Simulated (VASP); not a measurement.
Input:

```yaml
crystal:
  lattice:
    - [-1.82098, 1.82098, 1.82098]
    - [1.82098, -1.82098, 1.82098]
    - [1.82098, 1.82098, -1.82098]
  atoms:
    - { symbol: Br, position: [0.00000, 0.00000, 0.00000] }
```

Computed with PBEsol GGA, VASP's PBE PAW potentials (set 64) (plane waves; VASP). Numerical set-up: 400 eV cut-off, 16×16×16 Γ-centred mesh, tetrahedra with Blöchl corrections, potentials Br.

Question: What does the run give for the energy per atom (σ→0), band gap (on the k-mesh) with the smallest direct gap where there is one?

Answer: 
| Quantity | Result |
|---|---|
| band gap (on the k-mesh) | none (metal, semimetal or under 0.01 eV) |
| energy per atom (σ→0) | -1.309 eV/atom |

Only differences to runs with the same potentials and settings are physical.

The structure was generated: Br was put into the bcc type (Im-3m), which need not be its known phase. It was relaxed first, which changed the volume by -9 %.
